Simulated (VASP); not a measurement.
# MgCd2Te3 (P-3m1) in VASP: density of states with PBE

Aim: the density of states of MgCd2Te3 with PBE.

Program: VASP 6.6.1. These are calculated values, not measurements. Logs are shortened: lines on timing, memory, paths and dates and some standing lists are left out, and cuts for length are marked.

### 1 Starting point

The structure is trigonal, space group P-3m1 (No. 164). Conventional cell: a = 4.298 Å, b = 4.298 Å, c = 10.562 Å, α = 90.00°, β = 90.00°, γ = 120.00°. Around Mg (site symmetry -3m) lie 6 Te at 3.00 Å. Cd (site symmetry 3m) has 6 Te at 3.06 to 3.07 Å as nearest neighbours. Te (site symmetry -3m) has 6 Cd at 3.06 Å as nearest neighbours. Te (site symmetry 3m) has 3 Mg at 3.00 Å and 3 Cd at 3.07 Å as nearest neighbours.

The cell was built by a generator and needn't be a form met in nature.

### 2 Density of states, PBE

POSCAR reads:

```
MgCd2Te3
1.0
    4.2983180000      0.0000000000      0.0000000000
   -2.1491590000      3.7224530000      0.0000000000
    0.0000000000      0.0000000000     10.5617400000
Mg Cd Te
1 2 3
Direct
    0.0000000000      0.0000000000      0.0000000000
    0.3333330000      0.6666670000      0.6692150000
    0.6666670000      0.3333330000      0.3307850000
    0.0000000000      0.0000000000      0.5000000000
    0.3333330000      0.6666670000      0.1600060000
    0.6666670000      0.3333330000      0.8399940000
```

INCAR.step1 reads:

```
SYSTEM = MgCd2Te3
PREC = Accurate
ENCUT = 520
EDIFF = 1E-6
ISMEAR = 0
SIGMA = 0.1
LREAL = .FALSE.
LASPH = .TRUE.
NELM = 100
ALGO = Normal
ISIF = 2
LWAVE = .FALSE.
LCHARG = .TRUE.
GGA = PE
NBANDS = 31
KPAR = 2
```

KPOINTS.step1 reads:

```
regular mesh
0
G
  8 8 4
  0 0 0
```

INCAR.step2 reads:

```
SYSTEM = MgCd2Te3
PREC = Accurate
ENCUT = 520
EDIFF = 1E-6
ISMEAR = -5
SIGMA = 0.1
LREAL = .FALSE.
LASPH = .TRUE.
NELM = 100
ALGO = Normal
ISIF = 2
LWAVE = .FALSE.
LCHARG = .FALSE.
GGA = PE
LORBIT = 11
NBANDS = 31
KPAR = 2
NEDOS = 2001
ICHARG = 11
```

KPOINTS.step2 reads:

```
regular mesh
0
G
  12 12 6
  0 0 0
```

Potentials or basis: VASP PAW PBE potentials, release 64 (Mg, Cd, Te).

On the command line:

```
cat potpaw_PBE.64/Mg/POTCAR potpaw_PBE.64/Cd/POTCAR potpaw_PBE.64/Te/POTCAR > POTCAR
cp INCAR.step1 INCAR
cp KPOINTS.step1 KPOINTS
mpirun -np 2 vasp_std > vasp.out
cp INCAR.step2 INCAR
cp KPOINTS.step2 KPOINTS
mpirun -np 2 vasp_std > vasp.out
```

OUTCAR:

```text
SYSTEM = MgCd2Te3
   PREC = Accurate
   ENCUT = 520
   EDIFF = 1E-6
   ISMEAR = -5
   LREAL = .FALSE.
   LASPH = .TRUE.
   NELM = 100
   ISIF = 2
   GGA = PE
   LORBIT = 11
   ICHARG = 11

 ion  position               nearest neighbor table
   1  0.000  0.000  0.000-   5 3.00   6 3.00   6 3.00   5 3.00   6 3.00   5 3.00
   2  0.333  0.667  0.669-   4 3.06   4 3.06   4 3.06   6 3.07   6 3.07   6 3.07
   3  0.667  0.333  0.331-   4 3.06   4 3.06   4 3.06   5 3.07   5 3.07   5 3.07
   4  0.000  0.000  0.500-   2 3.06   3 3.06   3 3.06   2 3.06   3 3.06   2 3.06
   5  0.333  0.667  0.160-   1 3.00   1 3.00   1 3.00   3 3.07   3 3.07   3 3.07
   6  0.667  0.333  0.840-   1 3.00   1 3.00   1 3.00   2 3.07   2 3.07   2 3.07

  LATTYP: Found a hexagonal cell.
 ALAT       =     4.2983180000
 C/A-ratio  =     2.4571797619

  Lattice vectors:

 A1 = (   4.2983180000,   0.0000000000,   0.0000000000)
 A2 = (  -2.1491590000,   3.7224530000,   0.0000000000)
 A3 = (   0.0000000000,   0.0000000000,  10.5617400000)

Analysis of symmetry for initial positions (statically):
=====================================================================
 Subroutine PRICEL returns:
 Original cell was already a primitive cell.

 Routine SETGRP: Setting up the symmetry group for a
 hexagonal supercell.

 Subroutine GETGRP returns: Found 12 space group operations
 (whereof 12 operations were pure point group operations)
 out of a pool of 24 trial point group operations.

The static configuration has the point symmetry D_3d.

Analysis of symmetry for dynamics (positions and initial velocities):
=====================================================================
 Subroutine PRICEL returns:
 Original cell was already a primitive cell.

 Routine SETGRP: Setting up the symmetry group for a
 hexagonal supercell.

 Subroutine GETGRP returns: Found 12 space group operations
 (whereof 12 operations were pure point group operations)
 out of a pool of 24 trial point group operations.

The dynamic configuration has the point symmetry D_3d.

 Subroutine INISYM returns: Found 12 space group operations
 (whereof 12 operations are pure point group operations),
 and found     1 'primitive' translations

----------------------------------------------------------------------------------------

                                     Primitive cell

  volume of cell :     168.9909

  direct lattice vectors                    reciprocal lattice vectors
     4.298318000  0.000000000  0.000000000     0.232649143  0.134320030  0.000000000
    -2.149159000  3.722453000  0.000000000     0.000000000  0.268640061  0.000000000
     0.000000000  0.000000000 10.561740000     0.000000000  0.000000000  0.094681369

  length of vectors
     4.298318000  4.298318362 10.561740000     0.268640083  0.268640061  0.094681369

  position of ions in fractional coordinates (direct lattice)
     0.000000000  0.000000000  0.000000000
     0.333333000  0.666667000  0.669215000
     0.666667000  0.333333000  0.330785000
     0.000000000  0.000000000  0.500000000
     0.333333000  0.666667000  0.160006000
     0.666667000  0.333333000  0.839994000

  ion indices of the primitive-cell ions
   primitive index   ion index
                 1           1
                 2           2
                 3           3
                 4           4
                 5           5
                 6           6

----------------------------------------------------------------------------------------

 KPOINTS: regular mesh

Automatic generation of k-mesh.
 Grid dimensions read from file:
 generate k-points for:   12   12    6

 Generating k-lattice:

  Cartesian coordinates                     Fractional coordinates (reciprocal lattice)
     0.019387429  0.011193336  0.000000000     0.083333333  0.000000000  0.000000000
     0.000000000  0.022386672  0.000000000     0.000000000  0.083333333  0.000000000
     0.000000000  0.000000000  0.015780228     0.000000000  0.000000000  0.166666667

  Length of vectors
     0.022386674  0.022386672  0.015780228

  Shift w.r.t. Gamma in fractional coordinates (k-lattice)
     0.000000000  0.000000000  0.000000000

 TETIRR: Found   1229 inequivalent tetrahedra from     5184

 Subroutine IBZKPT returns following result:
 ===========================================

 Found    100 irreducible k-points:

 Following reciprocal coordinates:
            Coordinates               Weight
  0.000000  0.000000  0.000000      1.000000
  0.083333  0.000000  0.000000      6.000000
  0.166667  0.000000  0.000000      6.000000
  0.250000  0.000000  0.000000      6.000000
  0.333333  0.000000  0.000000      6.000000
  0.416667  0.000000  0.000000      6.000000
[... 16 lines left out ...]
  0.166667  0.000000  0.166667      6.000000
  0.000000  0.166667  0.166667      6.000000
 [... further k-points ...]
   k-points           NKPTS =    100   k-points in BZ     NKDIM =    100   number of bands    NBANDS=     31
   number of dos      NEDOS =   2001   number of ions     NIONS =      6
   total plane-waves  NPLWV =  81920
   dimension x,y,z NGX =    32 NGY =   32 NGZ =   80
   dimension x,y,z NGXF=    64 NGYF=   64 NGZF=  160
   ions per type =               1   2   3
   NGX,Y,Z   is equivalent  to a cutoff of  12.38, 12.38, 12.59 a.u.
   NGXF,Y,Z  is equivalent  to a cutoff of  24.75, 24.75, 25.18 a.u.
 SYSTEM =  MgCd2Te3
   PREC   = accura    normal or accurate (medium, high low for compatibility)
   ISTART =      0    job   : 0-new  1-cont  2-samecut
   ICHARG =     11    charge: 1-file 2-atom 10-const
   ISPIN  =      1    spin polarized calculation?
   LNONCOLLINEAR =      F non collinear calculations
   LSORBIT =      F    spin-orbit coupling
   LASPH  =      T    aspherical Exc in radial PAW
   ENCUT  =  520.0 eV  38.22 Ry    6.18 a.u.   7.99  7.99 19.64*2*pi/ulx,y,z
   NELM   =    100;   NELMIN=  2; NELMDL=  0     # of ELM steps
   EDIFF  = 0.1E-05   stopping-criterion for ELM
   LREAL  =      F    real-space projection
[... 7 lines left out ...]
   TEBEG  =    0.0;   TEEND  =   0.0 temperature during run
   PSTRESS=    0.0 pullay stress
   NELECT =      44.0000    total number of electrons
   NUPDOWN=      -1.0000    fix difference up-down
   EMIN   =  10.00;   EMAX   =-10.00  energy-range for DOS
   EFERMI =   0.00;   METHOD = LEGACY
   ISMEAR =    -5;   SIGMA  =   0.10  broadening in eV -4-tet -1-fermi 0-gaus
   EFERMI_NEDOS =   21; number of points for ismear=-14 and -15
   IALGO  =     38    algorithm
   IMIX   =      4    mixing-type and parameters
     AMIX     =   0.40;   BMIX     =  1.00
     AMIX_MAG =   1.60;   BMIX_MAG =  1.00
  volume/ion in A,a.u.               =      28.17       190.07
  Fermi-wavevector in a.u.,A,eV,Ry     =   1.045373  1.975469 14.868513  1.092805
  Thomas-Fermi vector in A             =   2.180166
   LORBIT       =     11    0 simple, 1 ext, 2 COOP (PROOUT), +10 PAW based schemes
   GGA     = PE    functional components
   LHFCALC =     F    Hartree Fock is set to
   AEXX    =    0.0000 exact exchange contribution
   IVDW    =     0    specifies the selected vdW correction
   LEPSILON=     F    determine dielectric tensor
   LRPA    =     F    only Hartree local field effects (RPA)
 non-spin polarized calculation
 Fermi weights with tetrahedron method with Bloechl corrections
  energy-cutoff  :      520.00
  volume of cell :      168.99
 maximum number of plane-waves:      4578

 number of electron      44.0000001 magnetization

 Free energy of the ion-electron system (eV)
  ---------------------------------------------------
  ext. energy  EPLUGINS =         0.00000000
  ---------------------------------------------------
  free energy    TOTEN  =       -15.08748251 eV

  energy without entropy =      -15.08748251  energy(sigma->0) =      -15.08748251

 E-fermi :   3.9235     XC(G=0):  -9.4482

 val. band max:        3.9782707714   @ k =   0.1667   0.0000   0.5000
 cond. band min:       3.8263750907   @ k =   0.4167   0.0833   0.1667
 fundamental gap:     -0.1518956806
 Fermi energy:         3.9235088357

 k-point     1 :       0.0000    0.0000    0.0000
  band No.  band energies     occupation
      1      -7.4604      2.00000
      2      -6.7824      2.00000
      3      -6.6751      2.00000
      4      -4.3845      2.00000
      5      -4.3845      2.00000
      6      -4.3161      2.00000
[... 23 lines left out ...]
     30       8.9884      0.00000
     31       9.5903      0.00000

 k-point     2 :       0.0833    0.0000    0.0000
  band No.  band energies     occupation
      1      -7.4118      2.00000
      2      -6.7670      2.00000
      3      -6.6468      2.00000
      4      -4.3802      2.00000
      5      -4.3638      2.00000
      6      -4.3178      2.00000
[... 23 lines left out ...]
     30       9.7485      0.00000
     31      10.2474      0.00000

 k-point     3 :       0.1667    0.0000    0.0000
  band No.  band energies     occupation
      1      -7.2718      2.00000
      2      -6.7254      2.00000
      3      -6.5690      2.00000
      4      -4.3711      2.00000
      5      -4.3189      2.00000
      6      -4.3058      2.00000
[... 23 lines left out ...]
     30       9.7755      0.00000
     31       9.9115      0.00000

 k-point     4 :       0.2500    0.0000    0.0000
  band No.  band energies     occupation
      1      -7.0608      2.00000
      2      -6.6702      2.00000
      3      -6.4610      2.00000
      4      -4.3660      2.00000
      5      -4.3142      2.00000
      6      -4.2965      2.00000
[... 23 lines left out ...]
     30       9.8243      0.00000
     31      10.0205      0.00000

 k-point     5 :       0.3333    0.0000    0.0000
  band No.  band energies     occupation
      1      -6.8227      2.00000
      2      -6.6120      2.00000
      3      -6.3529      2.00000
      4      -4.3682      2.00000
      5      -4.3043      2.00000
      6      -4.2873      2.00000
[... 23 lines left out ...]
     30       9.6954      0.00000
     31      10.0542      0.00000
[... 542 lines left out ...]
     30       9.6814      0.00000
     31      10.0830      0.00000

 k-point    22 :       0.0000    0.0833    0.1667
  band No.  band energies     occupation
      1      -7.3886      2.00000
      2      -6.8920      2.00000
      3      -6.5393      2.00000
      4      -4.3803      2.00000
      5      -4.3601      2.00000
      6      -4.3186      2.00000
[... 23 lines left out ...]
     30       9.7193      0.00000
     31      10.0321      0.00000

 k-point    23 :       0.1667    0.0000    0.1667
  band No.  band energies     occupation
      1      -7.2483      2.00000
      2      -6.8262      2.00000
      3      -6.4880      2.00000
      4      -4.3714      2.00000
      5      -4.3165      2.00000
      6      -4.3075      2.00000
[... 23 lines left out ...]
     30       9.8441      0.00000
     31      10.0096      0.00000

 k-point    24 :       0.0000    0.1667    0.1667
  band No.  band energies     occupation
      1      -7.2527      2.00000
      2      -6.8083      2.00000
      3      -6.5038      2.00000
      4      -4.3710      2.00000
      5      -4.3241      2.00000
      6      -4.3059      2.00000
[... 23 lines left out ...]
     30       9.5599      0.00000
     31       9.6101      0.00000

 [... further k-points ...]

------------------------ aborting loop because EDIFF is reached ----------------------------------------

  FORCE on cell =-STRESS in cart. coord.  units (eV):
  Direction    XX          YY          ZZ          XY          YZ          ZX
  --------------------------------------------------------------------------------------
  -------------------------------------------------------------------------------------
  Total       -0.0332960     -0.0332960     -0.0036677     -0.0000000     -0.0000000      0.0000000
  in kB       -0.3156740     -0.3156741     -0.0347725     -0.0000000     -0.0000000      0.0000000
  external PRESSURE =      -0.2220402 kB  Pullay stress =       0.0000000 kB

 VOLUME and BASIS-vectors are now :
 -----------------------------------------------------------------------------
  energy-cutoff  :      520.00
  volume of cell :      168.99
      direct lattice vectors                 reciprocal lattice vectors
     4.298318000  0.000000000  0.000000000     0.232649143  0.134320030  0.000000000
    -2.149159000  3.722453000  0.000000000     0.000000000  0.268640061  0.000000000
     0.000000000  0.000000000 10.561740000     0.000000000  0.000000000  0.094681369

 POSITION                                       TOTAL-FORCE (eV/Angst)
 -----------------------------------------------------------------------------------
      0.00000      0.00000      0.00000         0.000000      0.000000      0.000000
     -0.00000      2.48164      7.06807         0.000000     -0.000000      0.001535
      2.14916      1.24082      3.49367        -0.000000      0.000000     -0.001535
      0.00000      0.00000      5.28087         0.000000      0.000000      0.000000
     -0.00000      2.48164      1.68994         0.000000      0.000000      0.009731
      2.14916      1.24082      8.87180        -0.000000     -0.000000     -0.009731
 -----------------------------------------------------------------------------------
    total drift:                                0.000000     -0.000000      0.000000

  FREE ENERGIE OF THE ION-ELECTRON SYSTEM (eV)
  ---------------------------------------------------
  free  energy   TOTEN  =       -15.0874825087 eV

  energy  without entropy=      -15.0874825087  energy(sigma->0) =      -15.08748251

 total charge

# of ion       s       p       d       tot
------------------------------------------
    1        0.155   0.105   0.022   0.282
    2        0.431   0.227   9.548  10.207
    3        0.431   0.227   9.548  10.207
    4        1.375   1.996   0.020   3.391
    5        1.361   2.057   0.016   3.434
    6        1.361   2.057   0.016   3.434
--------------------------------------------------
tot          5.113   6.670  19.171  30.955
```

It took 2.1 min on 2 MPI ranks of AMD EPYC 9R45 (Zen 5), shared host; peak memory 0.59 GiB.

Results:

```
Valence electrons inside the program's atomic spheres : Mg 0.28; Cd 10.21; Te 3.39, 3.43
```

States per cell in windows of 1 eV (zero at the Fermi level; states under -8 eV left out):
| from (eV) | total | Te4_p | Te5_p | Te6_p | Cd2_s | Cd3_s | Cd2_p |
| --- | --- | --- | --- | --- | --- | --- | --- |
| -8.0 | 1.42 | 0.00 | 0.00 | 0.00 | 0.00 | 0.00 | 0.00 |
| -7.0 | 0.00 | 0.00 | 0.00 | 0.00 | 0.00 | 0.00 | 0.00 |
| -6.0 | 0.00 | 0.00 | 0.00 | 0.00 | 0.00 | 0.00 | 0.00 |
| -5.0 | 2.54 | 0.21 | 0.16 | 0.16 | 0.20 | 0.20 | 0.01 |
| -4.0 | 3.02 | 0.20 | 0.28 | 0.28 | 0.10 | 0.10 | 0.03 |
| -3.0 | 3.38 | 0.33 | 0.35 | 0.35 | 0.05 | 0.05 | 0.06 |
| -2.0 | 4.68 | 0.53 | 0.61 | 0.61 | 0.03 | 0.03 | 0.08 |
| -1.0 | 4.40 | 0.68 | 0.63 | 0.63 | 0.02 | 0.02 | 0.04 |
| 0.0 | 0.69 | 0.06 | 0.04 | 0.04 | 0.07 | 0.07 | 0.01 |
| 1.0 | 1.49 | 0.11 | 0.06 | 0.06 | 0.15 | 0.15 | 0.03 |
| 2.0 | 2.06 | 0.14 | 0.10 | 0.10 | 0.18 | 0.18 | 0.04 |
| 3.0 | 2.26 | 0.06 | 0.07 | 0.07 | 0.04 | 0.04 | 0.09 |
| 4.0 | 4.43 | 0.09 | 0.08 | 0.08 | 0.02 | 0.02 | 0.23 |
| 5.0 | 4.85 | 0.19 | 0.14 | 0.14 | 0.04 | 0.04 | 0.19 |
| 6.0 | 2.20 | 0.13 | 0.09 | 0.09 | 0.03 | 0.03 | 0.08 |
| 7.0 | 0.02 | 0.00 | 0.00 | 0.00 | 0.00 | 0.00 | 0.00 |

Caveat: tetrahedron occupations give inexact forces and stress in metals. Spin-orbit coupling is left out, which matters for the levels of Te.
